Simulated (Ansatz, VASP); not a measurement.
# Ge3H4 (Ge wire along [100], 9 atoms a period, H-terminated): VASP beside Ansatz

Aim: how closely do two programs agree when they are given the same cell, functional and k mesh? The cell is taken from a series of runs on this material, whose earlier steps may have relaxed, scaled, displaced or heated it; both programs get it as it stands.

Calculated with Ansatz 0.2.0; plane waves, with VASP 6.6.1 beside it; single point at PBE and single point at r2SCAN.

### 1. The starting structure

The cell holds 21 atoms: 9 Ge and 12 H. Cell: a = 14.361 Å, b = 14.361 Å, c = 5.745 Å, α = 90.0°, β = 90.0°, γ = 90.0°. Vacuum lies along a and b. The structure's axis is c.

### 2. VASP: single point, PBE

A single point gives forces, pressure and levels at one fixed geometry, so differences don't come from the geometry; what else differs is listed under the comparison.

Lines of VASP's logs that name or quote its potential files are left out, and so is its time.

Contents of INCAR:

```
SYSTEM = Ge3H4
PREC = Accurate
ENCUT = 410
EDIFF = 1E-06
NELM = 120
ISMEAR = -1
SIGMA = 0.05
LREAL = .FALSE.
ALGO = Normal
GGA = PE
NBANDS = 90
LORBIT = 11
LWAVE = .FALSE.
LCHARG = .FALSE.
ISIF = 2
LASPH = .TRUE.
GGA_COMPAT = .FALSE.
EFERMI = MIDGAP
KPAR = 4
```

Contents of POSCAR:

```
Ge3H4
1.0
   14.3610000000      0.0000000000      0.0000000000
    0.0000000000     14.3610000000      0.0000000000
    0.0000000000      0.0000000000      5.7445455734
Ge H
9 12
Direct
    0.4019353810      0.4019353810      0.9969967820
    0.5980877950      0.5980877950      0.9969967820
    0.5000115880      0.5000115880      0.2500000000
    0.4019353810      0.5980877950      0.5030032180
    0.5980877950      0.4019353810      0.5030032180
    0.3033352020      0.5000115880      0.7500000000
    0.5000115880      0.3033352020      0.7500000000
    0.5000115880      0.6966879740      0.7500000000
    0.6966879740      0.5000115880      0.7500000000
    0.3394835255      0.3394835255      0.1534661100
    0.6605396505      0.6605396505      0.1534661100
    0.3394835255      0.6605396505      0.3465338900
    0.6605396505      0.3394835255      0.3465338900
    0.2397367505      0.4383186215      0.5967470940
    0.4383186215      0.2397367505      0.5967470940
    0.5617045545      0.7602864255      0.5967470940
    0.7602864255      0.5617045545      0.5967470940
    0.2397367505      0.5617045545      0.9032529060
    0.4383186215      0.7602864255      0.9032529060
    0.5617045545      0.2397367505      0.9032529060
    0.7602864255      0.4383186215      0.9032529060
```

Contents of KPOINTS:

```
Automatic mesh
0
Gamma
1 1 14
0 0 0
```

Potentials, in the order of the species: Ge_d and H (PBE family, release 64).

The run is started by

```bash
mpirun -np 4 vasp_std
```

Numbers of over 12 decimals in the logs are rounded to 6 here.

Output:

```text
[banner, memory and clock lines left out]
running    4 mpi-ranks, on    1 nodes
 distrk:  each k-point on    1 cores,    4 groups
 distr:  one band on    1 cores,    1 groups

 POSCAR found type information on POSCAR GeH
 POSCAR found :  2 types and      21 ions
|                                                                             |
|               ----> ADVICE to this user running VASP <----                  |
|                                                                             |
|     You have a (more or less) 'large supercell' and for larger cells it     |
|     might be more efficient to use real-space projection operators.         |
|     Therefore, try LREAL= Auto in the INCAR file.                           |
|     Mind: For very accurate calculation, you might also keep the            |
|     reciprocal projection scheme (i.e. LREAL=.FALSE.).                      |
|                                                                             |

 LDA part: xc-table for (Slater+PW92), standard interpolation
 POSCAR, INCAR and KPOINTS ok, starting setup
 FFT: planning ... GRIDC
 FFT: planning ... GRID_SOFT
 FFT: planning ... GRID
 WAVECAR not read
 entering main loop
       N       E                     dE             d eps       ncg     rms          rms(c)
DAV:   1     0.110431805843E+04    0.11043E+04   -0.59977E+04  1680   0.165E+03
DAV:   2     0.959803544497E+02   -0.10083E+04   -0.97175E+03  1856   0.389E+02
DAV:   3    -0.718403985592E+02   -0.16782E+03   -0.16690E+03  1972   0.173E+02
DAV:   4    -0.817478633136E+02   -0.99075E+01   -0.98746E+01  1720   0.504E+01
DAV:   5    -0.821622084749E+02   -0.41435E+00   -0.41427E+00  2152   0.947E+00    0.122E+01
DAV:   6    -0.798755361042E+02    0.22867E+01   -0.94750E-01  1766   0.677E+00    0.690E+00
DAV:   7    -0.788232942459E+02    0.10522E+01   -0.30082E+00  1640   0.629E+00    0.108E+00
DAV:   8    -0.787857879428E+02    0.37506E-01   -0.43419E-01  1752   0.612E+00    0.617E-01
DAV:   9    -0.787676251285E+02    0.18163E-01   -0.67213E-02  1784   0.511E+00    0.296E-01
DAV:  10    -0.787650972415E+02    0.25279E-02   -0.13832E-02  1968   0.118E+00    0.194E-01
DAV:  11    -0.787634180997E+02    0.16791E-02   -0.97323E-03  1752   0.947E-01    0.130E-01
DAV:  12    -0.787638610735E+02   -0.44297E-03   -0.30786E-03  1808   0.167E+00    0.947E-02
DAV:  13    -0.787657674009E+02   -0.19063E-02   -0.17580E-03  2086   0.412E-01    0.431E-02
DAV:  14    -0.787664258079E+02   -0.65841E-03   -0.60238E-04  1720   0.720E-01    0.331E-02
DAV:  15    -0.787675562817E+02   -0.11305E-02   -0.17594E-04  1632   0.323E-01    0.172E-02
DAV:  16    -0.787679510354E+02   -0.39475E-03   -0.13317E-04  1822   0.207E-01    0.817E-03
DAV:  17    -0.787684904196E+02   -0.53938E-03   -0.81038E-05  1622   0.278E-01    0.979E-03
DAV:  18    -0.787686986815E+02   -0.20826E-03   -0.26332E-05  1742   0.655E-02    0.606E-03
DAV:  19    -0.787688764587E+02   -0.17778E-03   -0.12924E-05  1298   0.552E-02    0.235E-03
DAV:  20    -0.787689231797E+02   -0.46721E-04   -0.44177E-06  1380   0.602E-02    0.302E-03
DAV:  21    -0.787689448378E+02   -0.21658E-04   -0.11721E-05  1696   0.196E-02    0.169E-03
DAV:  22    -0.787689458571E+02   -0.10193E-05   -0.13697E-06  1224   0.174E-02    0.867E-04
DAV:  23    -0.787689458836E+02   -0.26565E-07   -0.21387E-07  1076   0.537E-03
   1 F= -.78768946E+02 E0= -.78768946E+02  d E =-.229676E-16
```

OUTCAR, selected parts (step 2):

```text
ion  position               nearest neighbor table
   1  0.402  0.402  0.997-  10 1.55   7 2.45   6 2.45   3 2.47
   2  0.598  0.598  0.997-  11 1.55   9 2.45   8 2.45   3 2.47
   3  0.500  0.500  0.250-   1 2.47   2 2.47   4 2.47   5 2.47
   4  0.402  0.598  0.503-  12 1.55   8 2.45   6 2.45   3 2.47
   5  0.598  0.402  0.503-  13 1.55   9 2.45   7 2.45   3 2.47
   6  0.303  0.500  0.750-  14 1.55  18 1.55   1 2.45   4 2.45
   7  0.500  0.303  0.750-  15 1.55  20 1.55   1 2.45   5 2.45
   8  0.500  0.697  0.750-  16 1.55  19 1.55   2 2.45   4 2.45
   9  0.697  0.500  0.750-  17 1.55  21 1.55   2 2.45   5 2.45
  10  0.339  0.339  0.153-   1 1.55
  11  0.661  0.661  0.153-   2 1.55
  12  0.339  0.661  0.347-   4 1.55
  13  0.661  0.339  0.347-   5 1.55
  14  0.240  0.438  0.597-   6 1.55
  15  0.438  0.240  0.597-   7 1.55
  16  0.562  0.760  0.597-   8 1.55
  17  0.760  0.562  0.597-   9 1.55
  18  0.240  0.562  0.903-   6 1.55
  19  0.438  0.760  0.903-   8 1.55
  20  0.562  0.240  0.903-   7 1.55
  21  0.760  0.438  0.903-   9 1.55

  LATTYP: Found a simple tetragonal cell.
 ALAT       =    14.3610000000
 C/A-ratio  =     0.4000101367

 Subroutine GETGRP returns: Found  8 space group operations
 (whereof  2 operations were pure point group operations)

The static configuration has the point symmetry C_1h.
 The point group associated with its full space group is D_2d.

 Found      8 irreducible k-points:

   k-points           NKPTS =      8   k-points in BZ     NKDIM =      8   number of bands    NBANDS=     90

   dimension x,y,z NGX =    96 NGY =   96 NGZ =   40
   dimension x,y,z NGXF=   192 NGYF=  192 NGZF=   80

   ENCUT  =  410.0 eV  30.13 Ry    5.49 a.u.  23.71 23.71  9.48*2*pi/ulx,y,z

   NELECT =     138.0000    total number of electrons

 k-points in reciprocal lattice and weights: Automatic mesh
   0.00000000  0.00000000  0.00000000       0.071
   0.00000000  0.00000000  0.07142857       0.143
   0.00000000  0.00000000  0.14285714       0.143
   0.00000000  0.00000000  0.21428571       0.143
   0.00000000  0.00000000  0.28571429       0.143
   0.00000000  0.00000000  0.35714286       0.143
   0.00000000  0.00000000  0.42857143       0.143
   0.00000000  0.00000000  0.50000000       0.071

 average (electrostatic) potential at core
       1 -81.6696       2 -81.6696       3 -81.6989       4 -81.6696       5 -81.6696
       6 -81.6478       7 -81.6478       8 -81.6478       9 -81.6478      10 -39.5354
      11 -39.5354      12 -39.5354      13 -39.5354      14 -39.5320      15 -39.5320
      16 -39.5320      17 -39.5320      18 -39.5320      19 -39.5320      20 -39.5320
      21 -39.5320

 E-fermi :  -2.5001

 k-point     1 :       0.0000    0.0000    0.0000
  band No.  band energies     occupation
    ...
     65      -5.3082      2.00000
     66      -4.7129      2.00000
     67      -4.4043      2.00000
     68      -4.4043      2.00000
     69      -4.3934      2.00000
     70      -0.3519      0.00000
     71      -0.2977      0.00000
     72      -0.0700      0.00000
     73      -0.0700      0.00000
     74      -0.0276      0.00000
    ...

 k-point     2 :       0.0000    0.0000    0.0714
  band No.  band energies     occupation
    ...
     65      -5.3049      2.00000
     66      -4.7282      2.00000
     67      -4.4102      2.00000
     68      -4.4102      2.00000
     69      -4.3944      2.00000
     70      -0.3334      0.00000
     71      -0.2326      0.00000
     72      -0.1260      0.00000
     73      -0.1260      0.00000
     74      -0.0185      0.00000
    ...

 k-point     3 :       0.0000    0.0000    0.1429
  band No.  band energies     occupation
    ...
     65      -5.2953      2.00000
     66      -4.7691      2.00000
     67      -4.4249      2.00000
     68      -4.4249      2.00000
     69      -4.3989      2.00000
     70      -0.2999      0.00000
     71      -0.2281      0.00000
     72      -0.2281      0.00000
     73      -0.0454      0.00000
     74       0.0058      0.00000
    ...

  Total       -1.3333456     -1.3333456     -1.5815235      0.0000000      0.0000000      0.0000000
  in kB       -1.8031351     -1.8031351     -2.1387558      0.0000000      0.0000000      0.0000000
  external PRESSURE =      -1.9150087 kB  Pullay stress =       0.0000000 kB

  energy-cutoff  :      410.00
  volume of cell :     1184.75
      direct lattice vectors                 reciprocal lattice vectors
    14.361000000  0.000000000  0.000000000     0.069633034  0.000000000  0.000000000
     0.000000000 14.361000000  0.000000000     0.000000000  0.069633034  0.000000000
     0.000000000  0.000000000  5.744545573     0.000000000  0.000000000  0.174078173

 POSITION                                       TOTAL-FORCE (eV/Angst)
 -----------------------------------------------------------------------------------
      5.77219      5.77219      5.72729        -0.019346     -0.019346      0.025908
      8.58914      8.58914      5.72729         0.019346      0.019346      0.025908
      7.18067      7.18067      1.43614        -0.000000     -0.000000      0.000000
      5.77219      8.58914      2.88952        -0.019346      0.019346     -0.025908
      8.58914      5.77219      2.88952         0.019346     -0.019346     -0.025908
      4.35620      7.18067      4.30841        -0.022360     -0.000000      0.000000
      7.18067      4.35620      4.30841         0.000000     -0.022360      0.000000
      7.18067     10.00514      4.30841         0.000000      0.022360      0.000000
     10.00514      7.18067      4.30841         0.022360     -0.000000      0.000000
      4.87532      4.87532      0.88159         0.021582      0.021582     -0.033097
      9.48601      9.48601      0.88159        -0.021582     -0.021582     -0.033097
      4.87532      9.48601      1.99068         0.021582     -0.021582      0.033097
      9.48601      4.87532      1.99068        -0.021582      0.021582      0.033097
      3.44286      6.29469      3.42804         0.016330      0.014092      0.022093
      6.29469      3.44286      3.42804         0.014092      0.016330      0.022093
      8.06664     10.91847      3.42804        -0.014092     -0.016330      0.022093
     10.91847      8.06664      3.42804        -0.016330     -0.014092      0.022093
      3.44286      8.06664      5.18878         0.016330     -0.014092     -0.022093
      6.29469     10.91847      5.18878         0.014092     -0.016330     -0.022093
      8.06664      3.44286      5.18878        -0.014092      0.016330     -0.022093
     10.91847      6.29469      5.18878        -0.016330      0.014092     -0.022093
 -----------------------------------------------------------------------------------
    total drift:                                0.000021      0.000021      0.000002

  FREE ENERGIE OF THE ION-ELECTRON SYSTEM (eV)
  ---------------------------------------------------
  free  energy   TOTEN  =       -78.7689458836 eV

  energy  without entropy=      -78.7689458836  energy(sigma->0) =      -78.76894588

 total charge
# of ion       s       p       d       tot
------------------------------------------
    1        1.092   1.339  10.031  12.463
    2        1.092   1.339  10.031  12.463
    3        1.107   1.274  10.017  12.398
    4        1.092   1.339  10.031  12.463
    5        1.092   1.339  10.031  12.463
    6        1.082   1.392  10.048  12.522
    7        1.082   1.392  10.048  12.522
    8        1.082   1.392  10.048  12.522
    9        1.082   1.392  10.048  12.522
   10        0.536   0.012   0.000   0.548
   11        0.536   0.012   0.000   0.548
   12        0.536   0.012   0.000   0.548
   13        0.536   0.012   0.000   0.548
   14        0.540   0.012   0.000   0.552
   15        0.540   0.012   0.000   0.552
   16        0.540   0.012   0.000   0.552
   17        0.540   0.012   0.000   0.552
   18        0.540   0.012   0.000   0.552
   19        0.540   0.012   0.000   0.552
   20        0.540   0.012   0.000   0.552
   21        0.540   0.012   0.000   0.552
--------------------------------------------------
tot         16.265  12.347  90.332 118.944

[... 3 further parts left out ...]
```

The gap is read on the k-mesh alone, so it is an upper bound where the band edges lie off the mesh.

### 3. Ansatz: single point, PBE

Ansatz runs on its PAW soft_1 files.

The same cell, functional, mesh and smearing now go to Ansatz, which takes its cutoff from its data sets.

Contents of input.yaml:

```yaml
crystal:
  lattice:
    - [14.361, 0.0, 0.0]
    - [0.0, 14.361, 0.0]
    - [0.0, 0.0, 5.7445455734]
  atoms:
    - { symbol: Ge, position: [0.401935381, 0.401935381, 0.996996782] }
    - { symbol: Ge, position: [0.598087795, 0.598087795, 0.996996782] }
    - { symbol: H, position: [0.339483526, 0.339483526, 0.15346611] }
    - { symbol: H, position: [0.660539651, 0.660539651, 0.15346611] }
    - { symbol: Ge, position: [0.500011588, 0.500011588, 0.25] }
    - { symbol: H, position: [0.339483526, 0.660539651, 0.34653389] }
    - { symbol: H, position: [0.660539651, 0.339483526, 0.34653389] }
    - { symbol: Ge, position: [0.401935381, 0.598087795, 0.503003218] }
    - { symbol: Ge, position: [0.598087795, 0.401935381, 0.503003218] }
    - { symbol: H, position: [0.239736751, 0.438318622, 0.596747094] }
    - { symbol: H, position: [0.438318622, 0.239736751, 0.596747094] }
    - { symbol: H, position: [0.561704555, 0.760286426, 0.596747094] }
    - { symbol: H, position: [0.760286426, 0.561704555, 0.596747094] }
    - { symbol: Ge, position: [0.303335202, 0.500011588, 0.75] }
    - { symbol: Ge, position: [0.500011588, 0.303335202, 0.75] }
    - { symbol: Ge, position: [0.500011588, 0.696687974, 0.75] }
    - { symbol: Ge, position: [0.696687974, 0.500011588, 0.75] }
    - { symbol: H, position: [0.239736751, 0.561704555, 0.903252906] }
    - { symbol: H, position: [0.438318622, 0.760286426, 0.903252906] }
    - { symbol: H, position: [0.561704555, 0.239736751, 0.903252906] }
    - { symbol: H, position: [0.760286426, 0.438318622, 0.903252906] }
kpoints:
  mp_grid: { grid: [1, 1, 14] }
  band_path: { path: ["Γ", Z], npoints: 90 }
scf:
  occupations: { method: fermi_dirac, width: 0.05 }
hamiltonian:
  xc: pbe
  pseudopotentials: { kind: paw, azcp: { folder: soft_1 } }
output:
  dos: { e_range: [-5, 4] }
  write_potential: true
  write_density: true
  volumetric_format: npy
```

The run is started by

```bash
ansatz run input.yaml --threads 4 --pin off --max-ram 16384MiB --backend cpu --events-out ev --progress --plain --runs-dir out
```

Output:

```text
Engine: ansatz 0.2.0, aarch64-unknown-linux-gnu
Pseudopotentials: kind: paw
Pseudopotential: Ge, paw, valence charge 14, recommended cutoff 420 eV (normal), soft_1/Ge.paw.azcp
Pseudopotential: H, paw, valence charge 1, recommended cutoff 420 eV (normal), soft_1/H.paw.azcp
Functional definition: PBE
  parameter kappa = 0.804
  parameter beta = 0.066725
  exchange = pbe_x(kappa = kappa, mu = beta*pi^2/3)
  correlation = pbe_c(beta = beta)
Crystal: 21 atoms, lattice volume = 1184.745 Å³
Basis set: ecut = 420 eV, 23127 PW (Γ)
Bands: 90, of which v1, the nominal top of the filled ones, is band 69 counted from 1 (68 counted from 0)
Symmetry: 8 space group operations
Space group: P-42m (ITA 111), of the structure as read, at distance tolerance 1.1e-4 Å
k-points: 8 of 14
Non-local potential: Ge, projectors of the file, l = 0: 2, l = 1: 2, l = 2: 3, l = 3: 1
Non-local potential: H, projectors of the file, l = 0: 2, l = 1: 1
PAW form: soft (Blöchl's): semilocal exchange-correlation on the pseudo side does not see the compensation charge
PAW one-centre angular grid: Ge, 590 points (default); XC on 64 Gauss nodes
PAW one-centre angular grid: H, 110 points (default); XC on 64 Gauss nodes
Initial density: superposition of atomic densities (neutral atoms: chi_scale 0, normalization atom)
Initial wavefunctions: pseudopotential atomic-orbital guess
Functional: x = pbe(κ = 0.804, μ = 0.219515), c = pbe(β = 0.066725)
SCF iter   1: F=—  HF=-38845.871060 eV  |F-HF|=—  |Δ(HF+E_count)|=         —  Δρ=3.18e-2  dr2=1.01e1  ethr=3.10e-3  ⟨swp⟩=7.4  Hψ=3124  notcnv=0  defer=8
preconditioner: auto → Resta (q_TF=auto, 1.907 Å⁻¹)  ε∞=1.6  [insulator: Δε(μ)=3.882 eV  Ē_g=9.799 eV  σ=0.050 eV  W_gap=1.00  n_scr=134 (ndim 8)  ℏωp=7.5 eV  f_vac=0.646  D(μ)=0.00/eV (n_scr^D=0)  ε∞_Penn≈1.6  vacuum switching on, ρ_ref=7.0e-3 e/Å³]
SCF iter   2: F=—  HF=-38843.432495 eV  |F-HF|=—  |Δ(HF+E_count)|=    2.44e0  Δρ=1.36e-2  dr2=2.12e0  ethr=3.10e-3  ⟨swp⟩=3.0  Hψ=1086  notcnv=0  defer=109
SCF iter   3: F=—  HF=-38842.914515 eV  |F-HF|=—  |Δ(HF+E_count)|=   5.18e-1  Δρ=2.66e-3  dr2=3.06e-1  ethr=1.54e-3  ⟨swp⟩=4.0  Hψ=965  notcnv=0  defer=109
SCF iter   4: F=—  HF=-38842.844968 eV  |F-HF|=—  |Δ(HF+E_count)|=   6.95e-2  Δρ=1.06e-3  dr2=7.83e-3  ethr=2.22e-4  ⟨swp⟩=3.1  Hψ=975  notcnv=0  defer=111
SCF iter   5: F=—  HF=-38842.848520 eV  |F-HF|=—  |Δ(HF+E_count)|=   3.55e-3  Δρ=2.60e-4  dr2=1.38e-3  ethr=5.68e-6  ⟨swp⟩=2.1  Hψ=1029  notcnv=0  defer=111
SCF iter   6: F=—  HF=-38842.848499 eV  |F-HF|=—  |Δ(HF+E_count)|=   2.14e-5  Δρ=5.78e-5  dr2=5.63e-5  ethr=1.00e-6  ⟨swp⟩=2.0  Hψ=1161  notcnv=0  defer=111
SCF iter   7: F=—  HF=-38842.848583 eV  |F-HF|=—  |Δ(HF+E_count)|=   8.43e-5  Δρ=1.83e-5  dr2=3.19e-6  ethr=4.08e-8  ⟨swp⟩=2.0  Hψ=1229  notcnv=0  defer=111
SCF iter   8: F=—  HF=-38842.848588 eV  |F-HF|=—  |Δ(HF+E_count)|=   4.79e-6  Δρ=7.04e-6  dr2=4.09e-7  ethr=2.31e-9  ⟨swp⟩=2.0  Hψ=1161  notcnv=0  defer=111
SCF iter   9: F=-38842.848588 eV  HF=-38842.848588 eV  |F-HF|=2.71e-9  |Δ(HF+E_count)|=   7.41e-7  Δρ=1.39e-6  dr2=2.32e-8  ethr=7.25e-11  ⟨swp⟩=15.1  Hψ=3478  notcnv=0
SCF 1 converged in 9 iterations: F = -38842.848588 eV  dr2 = 2.32e-8
  greatest PAW one-centre occupation: 0.998 electrons in one spin orbital (limit 2), on the Ge atom at site 16 (counted from 0), in its partial waves of l = 2
NSCF: frozen V_eff on 91 k-points
WARN: The output density's exchange-correlation potential varies sharply where the density is thin. Do not read a vacuum level from v_tot or v_xc, or from such a field of the output density. On a cell that repeats whose density bears no net charge and no dipole along the vacuum's axis use v_es (v_loc + v_h of the components); under efield.dipole_correction with no amplitude use v_es + v_field, which holds any externa [...]
SCF converged after 9 iterations
Free energy (F): -38842.848588 eV
Harris-Foulkes:  -38842.848588 eV  (|F-HF|=2.71e-9)
Internal energy: -38842.848588 eV  (E = F + TS)
E sigma→0 (E₀):  -38842.848588 eV
Fermi energy:    -1.813854 eV
--- Per-component energies (eV) ---
  E_band       = -2729.112259
  E_kinetic    = 985.449642
  E_local      = -64273.108543  (includes V_loc(G=0)·N_el)
  E_nonlocal   = 1976.658280
  E_hartree    = 30974.142909
  E_xc         = -742.972039
  E_vxc        = -712.330775  (∫ρ·V_xc dr)
  E_paw        = -18139.260929  (= ΣΔE_a)
  E_vpaw       = -2654.052156  (= ΣTr[D̂ρ^β])
  E_aug_tail   = -0.011059  (compensation charges beyond the density's cutoff)
  E_ewald      = 10376.253150
  E_smearing   = -0.000000  (= −TS)
  E_closure    = -0.000000  (closes the sum)
  Σ components = -38842.848588   (vs F -38842.848588, Δ=0.00e0)
--- Band table (eV; the first three rows and the last of 8) ---
  k-point 0: bands = [... 65 lower, -4.0770, -3.7704, -3.7704, -3.7587, 0.2773, 0.3334, 0.5602, 0.5602, ... 17 higher]
  k-point 1: bands = [... 65 lower, -4.0923, -3.7763, -3.7763, -3.7596, 0.2957, 0.3984, 0.5042, 0.5042, ... 17 higher]
  k-point 2: bands = [... 65 lower, -4.1333, -3.7907, -3.7907, -3.7642, 0.3291, 0.4021, 0.4021, 0.5856, ... 17 higher]
  k-point 7: bands = [... 65 lower, -4.3435, -3.9347, -3.8141, -3.8141, 0.0238, 0.4196, 0.4196, 0.7190, ... 17 higher]
```

### 4. Side by side

Known differences besides the potentials themselves: the cutoff is 420 eV in Ansatz and 410 eV in VASP. Total energies have different zeros and are not compared.

The two programs side by side:

```
              quantity  Ansatz   VASP  difference
gap on the k mesh (eV)   3.782  3.787      -0.004
```

A gap on the mesh is an upper bound, since the band edges may lie between its points.

(Continued in part 2 of 2.)

[Lines on the potential files, build, host, timing and source positions are cut from VASP's logs without a mark.]

[Logs are printed without paths, hosts, clocks, repeated set-up lines and the standing remarks that a program may print on its own settings, such as how far it seeks lower states.]

[Hosts, paths, dates, database ids (printed as entryN), source tags and the programs' standing remarks are cut or masked in the printed files.]
